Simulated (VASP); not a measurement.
# MnAl15N16 (a cell with a defect) in VASP: a series of runs, part 2 of 3

VASP 6.6.1.

### Step 3. Single point, PBEsol+U, collinear spin, zero start

INCAR reads:

```
  PREC = Accurate
  ENCUT = 450
  EDIFF = 1E-5
  ISMEAR = 0
  SIGMA = 0.03
  LREAL = Auto
  LASPH = True
  NELM = 120
  ALGO = Normal
  ISIF = 2
  LWAVE = False
  LCHARG = False
  ISPIN = 2
  MAGMOM = 0 0 0 0 0 0 0 0 0 0 0 0 0 0 0 0 0 0 0 0 0 0 0 0 0 0 0 0 0 0 0 0
  LORBIT = 11
  NUPDOWN = 0
  LMAXMIX = 4
  LDAU = True
  LDAUTYPE = 2
  LDAUL = 2 -1 -1
  LDAUU = 3.5 0 0
  LDAUJ = 0 0 0
  LDAUPRINT = 1
  GGA = PS
  NBANDS = 95
  KPAR = 4
```

KPOINTS reads:

```
Automatic mesh
0
Gamma
  3 3 2
```

POSCAR reads:

```
MnAl15N16
1.0
    6.2200008610      0.0000000000      0.0000000000
   -3.1100004305      5.3866787572      0.0000000000
    0.0000000000      0.0000000000      9.9600000000
Mn Al N
1 15 16
Direct
    0.3333333333      0.1666666667      0.0000000000
    0.3333333333      0.1666666667      0.5000000000
    0.3333333333      0.6666666667      0.0000000000
    0.3333333333      0.6666666667      0.5000000000
    0.8333333333      0.1666666667      0.0000000000
    0.8333333333      0.1666666667      0.5000000000
    0.8333333333      0.6666666667      0.0000000000
    0.8333333333      0.6666666667      0.5000000000
    0.1666666667      0.3333333333      0.2500000000
    0.1666666667      0.3333333333      0.7500000000
    0.1666666667      0.8333333333      0.2500000000
    0.1666666667      0.8333333333      0.7500000000
    0.6666666667      0.3333333333      0.2500000000
    0.6666666667      0.3333333333      0.7500000000
    0.6666666667      0.8333333333      0.2500000000
    0.6666666667      0.8333333333      0.7500000000
    0.3333333333      0.1666666667      0.1910000000
    0.3333333333      0.1666666667      0.6910000000
    0.3333333333      0.6666666667      0.1910000000
    0.3333333333      0.6666666667      0.6910000000
    0.8333333333      0.1666666667      0.1910000000
    0.8333333333      0.1666666667      0.6910000000
    0.8333333333      0.6666666667      0.1910000000
    0.8333333333      0.6666666667      0.6910000000
    0.1666666667      0.3333333333      0.4410000000
    0.1666666667      0.3333333333      0.9410000000
    0.1666666667      0.8333333333      0.4410000000
    0.1666666667      0.8333333333      0.9410000000
    0.6666666667      0.3333333333      0.4410000000
    0.6666666667      0.3333333333      0.9410000000
    0.6666666667      0.8333333333      0.4410000000
    0.6666666667      0.8333333333      0.9410000000
```

Potentials or basis: VASP PAW PBE potentials, release 64 (Mn_pv, Al, N).

On the command line:

```
> cat potpaw_PBE.64/Mn_pv/POTCAR potpaw_PBE.64/Al/POTCAR potpaw_PBE.64/N/POTCAR > POTCAR
> mpirun -np 4 vasp_std > vasp.out
```

Run time: 3.8 min. Hardware: 4 MPI ranks of Intel Xeon 6975P-C (Granite Rapids), shared host; peak memory 0.63 GiB.

Results (log left out):

* Free energy: -248.5397 eV
* Largest force: 0.624 eV/Å
* Net moment: 0.00 μB per cell
* Valence electrons inside the program's atomic spheres: Mn 11.97; Al 0.81, 0.82; N 3.81, 3.84

Forces on the atoms (eV/Å):
```
Mn   0.000  0.000 -0.017
Al   0.000  0.000 -0.013
Al   0.143  0.082  0.186
Al   0.012  0.007 -0.031
Al   0.000 -0.165  0.186
Al   0.000 -0.014 -0.031
Al  -0.143  0.082  0.186
Al  -0.012  0.007 -0.031
Al  -0.038  0.022 -0.113
Al   0.056 -0.032 -0.050
Al   0.000 -0.044 -0.113
Al   0.000  0.064 -0.050
Al   0.038  0.022 -0.113
Al  -0.056 -0.032 -0.050
Al   0.000  0.000 -0.024
Al   0.000  0.000  0.044
N    0.000  0.000  0.576
N    0.000  0.000  0.031
N   -0.008 -0.005  0.015
N   -0.001 -0.001  0.003
N    0.000  0.010  0.015
N    0.000  0.001  0.003
N    0.008 -0.005  0.015
N    0.001 -0.001  0.003
N    0.014 -0.008  0.024
N   -0.501  0.289 -0.233
N    0.000  0.016  0.024
N    0.000 -0.579 -0.233
N   -0.014 -0.008  0.024
N    0.501  0.289 -0.233
N    0.000  0.000  0.041
N    0.000  0.000 -0.042
```

Eigenvalues of the final occupation matrices:
```
    site  spin  trace               eigenvalues
site 1 d     1   2.63  0.26 0.26 0.26 0.92 0.92
site 1 d     2   2.63  0.26 0.26 0.26 0.92 0.92
```

Caveat: the k mesh is coarse (spacing up to 0.39 Å⁻¹), so the values aren't converged; the cutoff is under 1.25 times the usual one of these potentials, so pressure, stress and relaxed cells hold a basis-set (Pulay) error; the PAW data sets were made with another functional, which shifts forces and pressure a little; the total moment is fixed, so each spin has its own Fermi level.

### Step 4. Relaxation of the atoms, PBEsol+U, collinear spin, ferromagnetic start

INCAR reads:

```
  PREC = Accurate
  ENCUT = 450
  EDIFF = 1E-5
  ISMEAR = 0
  SIGMA = 0.03
  LREAL = Auto
  LASPH = T
  NELM = 120
  ALGO = Normal
  ISIF = 2
  LWAVE = F
  LCHARG = F
  ISPIN = 2
  MAGMOM = 4 0 0 0 0 0 0 0 0 0 0 0 0 0 0 0 0 0 0 0 0 0 0 0 0 0 0 0 0 0 0 0
  LORBIT = 11
  LMAXMIX = 4
  LDAU = T
  LDAUTYPE = 2
  LDAUL = 2 -1 -1
  LDAUU = 3.5 0 0
  LDAUJ = 0 0 0
  LDAUPRINT = 1
  GGA = PS
  IBRION = 2
  NSW = 40
  EDIFFG = -0.03
  KPAR = 4
```

KPOINTS reads:

```
regular mesh
0
Gamma
  3 3 2
```

POSCAR is that of step 3.

On the command line:

```
> cat potpaw_PBE.64/Mn_pv/POTCAR potpaw_PBE.64/Al/POTCAR potpaw_PBE.64/N/POTCAR > POTCAR
> mpirun -np 4 vasp_std > vasp.out
```

Wall time 57 min (4 MPI ranks of Intel Xeon 6975P-C (Granite Rapids), shared host); peak memory 0.69 GiB.

The run converged. Its results:

| Quantity | Value |
| --- | --- |
| Free energy | -250.3974 eV |
| Energy gained by relaxing | 10.9 meV/atom |
| Ionic steps | 31 |
| Largest force after relaxing | 0.018 eV/Å |
| Band gap on the k mesh | none (metal or under the smearing width) |
| Net moment | 4.00 μB per cell |
| Site moments | Mn +3.92; Al +0.00, +0.01; N +0.00, +0.01, -0.00, -0.08 μB |
| Valence electrons inside the program's atomic spheres | Mn 11.66; Al 0.81, 0.82; N 3.82, 3.83, 3.84, 3.85, 3.81 |

Forces on the atoms (eV/Å):
```
Mn   0.000  0.000 -0.004
Al   0.000  0.000 -0.012
Al   0.003  0.002 -0.008
Al  -0.004 -0.002  0.002
Al   0.000 -0.004 -0.008
Al   0.000  0.005  0.002
Al  -0.003  0.002 -0.008
Al   0.004 -0.002  0.002
Al   0.002 -0.001  0.000
Al  -0.003  0.002  0.006
Al   0.000  0.002  0.000
Al   0.000 -0.003  0.006
Al  -0.002 -0.001  0.000
Al   0.003  0.002  0.006
Al   0.000  0.000 -0.005
Al   0.000  0.000 -0.002
N    0.000  0.000  0.018
N    0.000  0.000  0.012
N    0.001  0.000 -0.005
N   -0.004 -0.002 -0.002
N    0.000 -0.001 -0.005
N    0.000  0.004 -0.002
N   -0.001  0.000 -0.005
N    0.004 -0.002 -0.002
N   -0.002  0.001 -0.002
N   -0.008  0.004  0.007
N    0.000 -0.003 -0.002
N    0.000 -0.009  0.007
N    0.002  0.001 -0.002
N    0.008  0.004  0.007
N    0.000  0.000 -0.001
N    0.000  0.000  0.001
```

Step by step:
| step | energy change (eV) | largest force (eV/Å) | pressure (GPa) |
| --- | --- | --- | --- |
| 1 | 0.0000 | 1.9000 | 1.84 |
| 2 | -0.2244 | 0.4833 | 1.89 |
| 3 | -0.2351 | 0.3685 | 1.85 |
| 4 | -0.2478 | 0.1202 | 1.92 |
| 5 | -0.2498 | 0.1601 | 1.92 |
| 6 | -0.2500 | 0.1310 | 1.92 |
| 7 | -0.2479 | 0.1179 | 1.88 |
| 8 | -0.2814 | 0.7194 | 1.95 |
| 9 | -0.2814 | 0.7249 | 1.94 |
| 10 | -0.2822 | 0.7442 | 1.94 |
| 11 | -0.2825 | 0.7416 | 1.94 |
| 12 | -0.2833 | 0.7285 | 1.95 |
| 13 | -0.2842 | 0.6983 | 1.94 |
| 14 | -0.2852 | 0.6941 | 1.95 |
| 15 | -0.2881 | 0.6817 | 1.94 |
| 16 | -0.2935 | 0.6547 | 1.94 |
| 17 | -0.3034 | 0.5968 | 1.93 |
| 18 | -0.3189 | 0.4920 | 1.92 |
| 19 | -0.3327 | 0.2940 | 1.91 |
| 20 | -0.3328 | 0.2799 | 1.92 |
| 21 | -0.3355 | 0.2217 | 1.93 |
| 22 | -0.3411 | 0.1130 | 1.90 |
| 23 | -0.3408 | 0.2588 | 1.93 |
| 24 | -0.3429 | 0.1601 | 1.95 |
| 25 | -0.3452 | 0.1398 | 1.93 |
| 26 | -0.3471 | 0.0914 | 1.93 |
| 27 | -0.3478 | 0.0590 | 1.93 |
| 28 | -0.3480 | 0.0392 | 1.93 |
| 29 | -0.3483 | 0.0365 | 1.93 |
| 30 | -0.3484 | 0.0385 | 1.92 |
| 31 | -0.3485 | 0.0176 | 1.94 |

Final structure:
```
Mn Al N
1.0
     6.22000    0.00000    0.00000
    -3.11000    5.38668    0.00000
     0.00000    0.00000    9.96000
Mn Al N
1 15 16
Cartesian
  1.5550 0.8978 9.9537
  1.5550 0.8978 4.9641
  0.0054 3.5942 0.0130
  0.0038 3.5933 4.9804
  4.6650 0.8915 0.0130
  4.6650 0.8934 4.9804
  3.1046 3.5942 0.0130
  3.1062 3.5933 4.9804
  -0.0047 1.7983 2.5111
  -0.0058 1.7989 7.4413
  -1.5550 4.4834 2.5111
  -1.5550 4.4822 7.4413
  3.1148 1.7983 2.5111
  3.1158 1.7989 7.4413
  1.5550 4.4889 2.4927
  1.5550 4.4889 7.4696
  1.5550 0.8978 2.0116
  1.5550 0.8978 6.8726
  -0.0017 3.5901 1.9076
  0.0081 3.5958 6.8709
  4.6650 0.8998 1.9076
  4.6650 0.8885 6.8709
  3.1117 3.5901 1.9076
  3.1019 3.5958 6.8709
  -0.0076 1.7999 4.4071
  -0.0593 1.8298 9.3329
  -1.5550 4.4802 4.4071
  -1.5550 4.4204 9.3329
  3.1176 1.7999 4.4071
  3.1693 1.8298 9.3329
  1.5550 4.4889 4.3846
  1.5550 4.4889 9.3762
```

Levels at points of the mesh, in eV from the Fermi level:
Spin up:
```csv
k point,band 69,band 70,band 71,band 72,band 73,band 74
"(0.00, 0.00, 0.00)",-1.35,-0.16,0.41,0.41,3.11,4.19
"(0.00, 0.00, 0.50)",-1.27,-0.41,0.39,0.39,3.92,3.92
```
Spin down:
```tsv
k point	band 63	band 64	band 65	band 66	band 67	band 68	band 69	band 70	band 71	band 72
(0.00, 0.00, 0.00)	-1.60	-1.60	-1.33	-1.33	-1.14	3.09	3.09	3.15	3.28	3.36
(0.00, 0.00, 0.50)	-1.84	-1.52	-1.52	-1.36	-1.36	3.01	3.01	3.10	3.33	3.33
```

Eigenvalues of the final occupation matrices:
```csv
site,spin,trace,eigenvalues
site 1 d,1,4.42,0.81 0.81 0.92 0.94 0.94
site 1 d,2,0.57,0.05 0.05 0.15 0.16 0.16
```

Caveat: the k mesh is coarse (spacing up to 0.39 Å⁻¹), so the values aren't converged; the cutoff is under 1.25 times the usual one of these potentials, so pressure, stress and relaxed cells hold a basis-set (Pulay) error; the PAW data sets were made with another functional, which shifts forces and pressure a little; only a ferromagnetic start was run, and an antiferromagnetic order may lie lower in energy. The state reached can hang on the start; a lower one may exist.

### Step 5. Relaxation of the atoms, PBEsol+U, collinear spin, ferromagnetic start (atoms moved at random, drawn with an rms of 0.05 Å)

INCAR reads:

```
SYSTEM = MnAl15N16
PREC = Accurate
ENCUT = 450
EDIFF = 1E-5
ISMEAR = 0
SIGMA = 0.03
LREAL = Auto
LASPH = .TRUE.
NELM = 120
ALGO = Normal
ISIF = 2
LWAVE = .FALSE.
LCHARG = .FALSE.
ISPIN = 2
MAGMOM = 2 0 0 0 0 0 0 0 0 0 0 0 0 0 0 0 0 0 0 0 0 0 0 0 0 0 0 0 0 0 0 0
LORBIT = 11
NUPDOWN = 2
LMAXMIX = 4
LDAU = .TRUE.
LDAUTYPE = 2
LDAUL = 2 -1 -1
LDAUU = 3.5 0 0
LDAUJ = 0 0 0
LDAUPRINT = 1
GGA = PS
IBRION = 2
NSW = 60
EDIFFG = -0.03
ISYM = 0
KPAR = 4
```

KPOINTS reads:

```
regular mesh
0
G
  3 3 2
  0 0 0
```

POSCAR reads:

```
MnAl15N16
1.0
    6.2200008610      0.0000000000      0.0000000000
   -3.1100004305      5.3866787572      0.0000000000
    0.0000000000      0.0000000000      9.9600000000
Mn Al N
1 15 16
Direct
    0.3384190000      0.1744420000      0.0045590000
    0.3341110000      0.1725660000      0.5013820000
    0.3226140000      0.6658720000     -0.0006800000
    0.3337270000      0.6749680000      0.4990290000
    0.8325480000      0.1694070000     -0.0030250000
    0.8297020000      0.1673040000      0.5042070000
    0.8265100000      0.6632340000     -0.0020270000
    0.8351750000      0.6667750000      0.4984150000
    0.1628350000      0.3275810000      0.2467850000
    0.1654720000      0.3246990000      0.7460290000
    0.1646820000      0.8282160000      0.2497300000
    0.1629070000      0.8336120000      0.7475640000
    0.6601980000      0.3280540000      0.2450410000
    0.6692220000      0.3330190000      0.7493750000
    0.6740210000      0.8386570000      0.2565160000
    0.6577360000      0.8294460000      0.7527480000
    0.3286790000      0.1645670000      0.1879600000
    0.3318940000      0.1615230000      0.6904540000
    0.3248550000      0.6661320000      0.1878120000
    0.3324880000      0.6671490000      0.6863990000
    0.8376570000      0.1684400000      0.1942590000
    0.8316300000      0.1613070000      0.6886090000
    0.8314300000      0.6550120000      0.1893730000
    0.8345520000      0.6735990000      0.6936160000
    0.1528360000      0.3214530000      0.4434510000
    0.1661570000      0.3309990000      0.9372660000
    0.1575330000      0.8229800000      0.4388020000
    0.1673370000      0.8371600000      0.9431110000
    0.6760560000      0.3324080000      0.4384000000
    0.6739600000      0.3341010000      0.9366660000
    0.6634430000      0.8238460000      0.4454360000
    0.6617330000      0.8196210000      0.9420960000
```

On the command line:

```
> cat potpaw_PBE.64/Mn_pv/POTCAR potpaw_PBE.64/Al/POTCAR potpaw_PBE.64/N/POTCAR > POTCAR
> mpirun -np 4 vasp_std > vasp.out
```

Run time: 75 min. Hardware: 4 MPI ranks of Intel Xeon 6975P-C (Granite Rapids), shared host; peak memory 0.78 GiB.

It converged, with:

```
Free energy                                           : -248.9470 eV
Energy gained by relaxing                             : 31.9 meV/atom
Ionic steps                                           : 21
Largest force after relaxing                          : 0.028 eV/Å
Net moment                                            : 2.00 μB per cell
Site moments                                          : Mn +2.17; Al -0.00, +0.01, +0.00; N -0.04, -0.01, +0.00, -0.00, -0.05, -0.06, -0.07 μB
Valence electrons inside the program's atomic spheres : Mn 11.74; Al 0.81, 0.82; N 3.81, 3.83, 3.84
```

Forces in eV/Å, atoms in the order of the input:
```
Mn   0.013  0.011  0.000
Al  -0.003  0.001  0.015
Al   0.019  0.010  0.004
Al  -0.012  0.001  0.005
Al  -0.002  0.000 -0.001
Al   0.001  0.017  0.001
Al   0.009 -0.001 -0.003
Al   0.006 -0.008  0.007
Al   0.014 -0.008 -0.002
Al  -0.004  0.003  0.004
Al  -0.004  0.002 -0.004
Al  -0.003  0.003  0.024
Al  -0.012 -0.003 -0.018
Al   0.009  0.006  0.002
Al  -0.001 -0.009 -0.003
Al   0.007 -0.012 -0.004
N    0.004  0.017  0.015
N    0.001  0.009 -0.004
N   -0.008 -0.015  0.017
N   -0.001  0.008 -0.017
N   -0.004 -0.011  0.014
N    0.002 -0.007 -0.015
N   -0.003 -0.006  0.010
N    0.003  0.004 -0.012
N    0.006 -0.012 -0.004
N    0.002 -0.004 -0.009
N    0.000  0.000 -0.005
N   -0.023 -0.006 -0.015
N   -0.001 -0.004 -0.010
N   -0.007  0.009  0.001
N   -0.006  0.004  0.001
N   -0.002  0.002  0.007
```

Step by step:
| step | energy change (eV) | largest force (eV/Å) | pressure (GPa) |
| --- | --- | --- | --- |
| 1 | 0.0000 | 2.3137 | 2.10 |
| 2 | -0.8399 | 0.8543 | 1.49 |
| 3 | -0.9219 | 0.6579 | 1.37 |
| 4 | -0.9878 | 0.2184 | 1.37 |
| 5 | -0.9883 | 0.2373 | 1.37 |
| 6 | -1.0087 | 0.1587 | 1.36 |
| 7 | -1.0107 | 0.1499 | 1.37 |
| 8 | -1.0169 | 0.0945 | 1.37 |
| 9 | -1.0171 | 0.1024 | 1.36 |
| 10 | -1.0196 | 0.0523 | 1.37 |
| 11 | -1.0197 | 0.0575 | 1.36 |
| 12 | -1.0208 | 0.0374 | 1.36 |
| 13 | -1.0209 | 0.0382 | 1.36 |
| 14 | -1.0214 | 0.0397 | 1.36 |
| 15 | -1.0213 | 0.0508 | 1.36 |
| 16 | -1.0219 | 0.0406 | 1.34 |
| 17 | -1.0220 | 0.0409 | 1.34 |
| 18 | -1.0218 | 0.0692 | 1.32 |
| 19 | -1.0219 | 0.0401 | 1.34 |
| 20 | -1.0219 | 0.0354 | 1.35 |
| 21 | -1.0222 | 0.0281 | 1.32 |

Final structure:
```yaml
crystal:
  lattice:
    - [6.22000, 0.00000, 0.00000]
    - [-3.11000, 5.38668, 0.00000]
    - [0.00000, 0.00000, 9.96000]
  atoms:
    - { symbol: Mn, position: [0.32910, 0.16341, 0.99933] }
    - { symbol: Al, position: [0.32972, 0.16373, 0.49833] }
    - { symbol: Al, position: [0.33664, 0.66724, 0.00121] }
    - { symbol: Al, position: [0.33222, 0.66470, 0.49942] }
    - { symbol: Al, position: [0.83229, 0.16549, 0.00009] }
    - { symbol: Al, position: [0.83065, 0.16390, 0.49953] }
    - { symbol: Al, position: [0.83247, 0.66527, 0.00000] }
    - { symbol: Al, position: [0.83083, 0.66428, 0.49970] }
    - { symbol: Al, position: [0.16144, 0.33097, 0.25055] }
    - { symbol: Al, position: [0.16606, 0.33372, 0.74842] }
    - { symbol: Al, position: [0.16166, 0.82718, 0.25101] }
    - { symbol: Al, position: [0.16687, 0.83173, 0.74778] }
    - { symbol: Al, position: [0.66235, 0.32954, 0.25017] }
    - { symbol: Al, position: [0.66610, 0.33220, 0.74757] }
    - { symbol: Al, position: [0.66465, 0.83097, 0.24983] }
    - { symbol: Al, position: [0.66674, 0.83277, 0.74947] }
    - { symbol: N, position: [0.32502, 0.16034, 0.19706] }
    - { symbol: N, position: [0.33163, 0.16527, 0.68967] }
    - { symbol: N, position: [0.33133, 0.66411, 0.19136] }
    - { symbol: N, position: [0.33461, 0.66654, 0.68954] }
    - { symbol: N, position: [0.82928, 0.16421, 0.19063] }
    - { symbol: N, position: [0.83245, 0.16484, 0.68963] }
    - { symbol: N, position: [0.82938, 0.66225, 0.19051] }
    - { symbol: N, position: [0.83288, 0.66618, 0.69007] }
    - { symbol: N, position: [0.16349, 0.33179, 0.44106] }
    - { symbol: N, position: [0.16143, 0.34130, 0.93858] }
    - { symbol: N, position: [0.16352, 0.82917, 0.44140] }
    - { symbol: N, position: [0.16590, 0.82426, 0.93971] }
    - { symbol: N, position: [0.66384, 0.33078, 0.44094] }
    - { symbol: N, position: [0.67432, 0.33588, 0.93625] }
    - { symbol: N, position: [0.66507, 0.83108, 0.44007] }
    - { symbol: N, position: [0.66818, 0.83301, 0.94047] }
```

Eigenvalues of the final occupation matrices:
| site | spin | trace | eigenvalues |
| --- | --- | --- | --- |
| site 1 d | 1 | 3.60 | 0.27 0.60 0.85 0.94 0.94 |
| site 1 d | 2 | 1.44 | 0.06 0.07 0.18 0.22 0.91 |

Caveat: the k mesh is coarse (spacing up to 0.39 Å⁻¹), so the values aren't converged; the cutoff is under 1.25 times the usual one of these potentials, so pressure, stress and relaxed cells hold a basis-set (Pulay) error; the PAW data sets were made with another functional, which shifts forces and pressure a little; the total moment is fixed, so each spin has its own Fermi level; only a ferromagnetic start was run, and an antiferromagnetic order may lie lower in energy. The state reached can hang on the start; a lower one may exist.

(Part 2 of 3 ends here.)
